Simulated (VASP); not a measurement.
AlHg:

```
CELL_PARAMETERS angstrom
0.00000 3.06853 3.06853
3.06853 0.00000 3.06853
3.06853 3.06853 0.00000
ATOMIC_POSITIONS crystal
Al 0.00000 0.00000 0.00000
Hg 0.75000 0.75000 0.75000
```

The cell was built by a generator and needn't be a form met in nature.

* Program: VASP 6.6.1
* Task: relaxation of cell and atoms
* Functional: vdW-DF-cx
* Potentials or basis: VASP PAW PBE potentials, release 64 (Al, Hg)
* Cutoff: 600 eV
* k mesh: 8 × 8 × 8
* Occupations: fermi-dirac, width 0.05 eV
* Spin: no spin polarisation

At the start: pressure -1.6 GPa; volume 28.89 Å³/atom.

Q: Where does the relaxation end?

A: Over 4 steps the energy falls by 6.7 meV/atom and the volume is 27.60 Å³/atom (-4.5 %); space group F-43m (No. 216, to 0.05 Å).

The path:
| step | energy change (eV) | largest force (eV/Å) | pressure (GPa) | volume (Å³) |
| --- | --- | --- | --- | --- |
| 1 | 0.0000 | 0.0000 | -1.59 | 57.79 |
| 2 | -0.0132 | 0.0000 | -0.19 | 55.42 |
| 3 | -0.0133 | 0.0000 | 0.06 | 55.13 |
| 4 | -0.0133 | 0.0000 | 0.00 | 55.20 |

Final structure:
```cif
data_structure
_symmetry_space_group_name_H-M 'P 1'
_symmetry_Int_Tables_number 1
_cell_length_a 4.2738
_cell_length_b 4.2738
_cell_length_c 4.2738
_cell_angle_alpha 60.000
_cell_angle_beta 60.000
_cell_angle_gamma 60.000
_cell_volume 55.20
loop_
_atom_site_label
_atom_site_type_symbol
_atom_site_fract_x
_atom_site_fract_y
_atom_site_fract_z
_atom_site_occupancy
Al1 Al 0.00000 0.00000 0.00000 1
Hg1 Hg 0.75000 0.75000 0.75000 1
```

Caveat: the PAW data sets were made with another functional, which shifts forces and pressure a little.
